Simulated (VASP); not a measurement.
```yaml
crystal:
  lattice:
    - [-3.17787, 3.17787, 2.61804]
    - [3.17787, -3.17787, 2.61804]
    - [3.17787, 3.17787, -2.61804]
  atoms:
    - { symbol: Hf, position: [0.83439, 0.66561, 0.50000] }
    - { symbol: Hf, position: [0.16561, 0.33439, 0.50000] }
    - { symbol: Hf, position: [0.66561, 0.16561, 0.83122] }
    - { symbol: Hf, position: [0.33439, 0.83439, 0.16878] }
    - { symbol: Ni, position: [0.75000, 0.75000, 0.00000] }
    - { symbol: Ni, position: [0.25000, 0.25000, 0.00000] }
```

Calculation: PBEsol GGA, VASP's PBE PAW potentials (set 64) (plane waves; VASP). Numerical set-up: 300 eV cut-off, 6×6×6 Γ-centred mesh, Fermi-Dirac smearing of 0.10 eV, potentials Hf_pv Ni.

At this cut-off the stress carries a Pulay error, which pulls relaxed volumes low.

Question: Which forces act on the atoms, in eV/Å?

Answer: 
| atom | Fx | Fy | Fz |
|---|---|---|---|
| Hf1 | -0.060 | 0.060 | 0.000 |
| Hf2 | 0.060 | -0.060 | 0.000 |
| Hf3 | -0.060 | -0.060 | 0.000 |
| Hf4 | 0.060 | 0.060 | 0.000 |
| Ni5 | 0.000 | 0.000 | 0.000 |
| Ni6 | 0.000 | 0.000 | 0.000 |

Question: Give the stress tensor in GPa (positive for a compressed cell).

Answer: 
```
-3.06   0.00   0.00
 0.00  -3.06   0.00
 0.00   0.00  -3.84
```
The pressure is its mean diagonal, -3.32 GPa.

The structure comes from a computed database's Hf2Ni entry (I4/mcm); how it stands against other phases isn't given here. The cell was not relaxed at this level. The run is not spin-polarised, so no magnetic state was tried.
